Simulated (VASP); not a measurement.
The input files of a VASP run:

### KPOINTS
```
Automatic mesh
0
Gamma
12 12 7
```

### POSCAR
```
CuO
1.0
  2.0664273926  -2.0251772262   0.1228666482
  2.0664273926   2.0251772262   0.1228666482
 -0.4795172281   0.0000000000   5.0826791279
Cu O
2 2
Cart
  1.0332136963   1.0125886131   0.0614333241
  0.7934550823  -1.0125886131   2.6027728880
  1.9465480856  -0.0405121831   1.3935364302
  1.7067894715   0.0405121831   3.9348759941
```

**INCAR**
```
! general
SYSTEM   =  CuO
PREC     =  Accurate
ENCUT    =  520
LREAL    =  F
LASPH    =  T

! electronic loop
EDIFF    =  1E-7
NELM     =  100
ALGO     =  Normal
LMAXMIX  =  4

! smearing
ISMEAR   =  -5

! functional
GGA      =  PS

! ions
ISIF     =  2

! output
LWAVE    =  F
LCHARG   =  T
LORBIT   =  11
NEDOS    =  601
```

POTCAR, in this order: Cu O (PBE.64 set). Program: vasp_std.

Problem. Translate this PBEsol calculation to Quantum ESPRESSO's pw.x.

Solution. One equivalent input (not run):
```
&CONTROL
  calculation = 'scf'
  pseudo_dir = './pseudo'
  outdir = './out'
  tprnfor = .true.
  tstress = .true.
/
&SYSTEM
  ibrav = 0
  nat = 4
  ntyp = 2
  ecutwfc = 92
  occupations = 'tetrahedra'
  input_dft = 'pbesol'
/
&ELECTRONS
  conv_thr = 7.3e-09
  electron_maxstep = 100
/
ATOMIC_SPECIES
  Cu 63.546 Cu.upf
  O 15.999 O.upf
CELL_PARAMETERS angstrom
     2.0664274   -2.0251772    0.1228666
     2.0664274    2.0251772    0.1228666
    -0.4795172    0.0000000    5.0826791
ATOMIC_POSITIONS crystal
  Cu   0.0000000  0.5000000  0.0000000
  Cu   0.5000000  0.0000000  0.5000000
  O    0.5100021  0.4899979  0.2500000
  O    0.4899979  0.5100021  0.7500000
K_POINTS automatic
  12 12 7 0 0 0
```
The two are equivalent in intent, not identical: the potentials are each code's own (VASP's PAW set, PseudoDojo norm-conserving files in pw.x), so ENCUT and ecutwfc are chosen apart and not converted; conv_thr bounds pw.x's estimated SCF error, while EDIFF bounds the energy change between steps.

The structure was generated: CuO was put into the tenorite type (C2/c), which need not be its known phase. It was relaxed first, which changed the volume by +6 %.
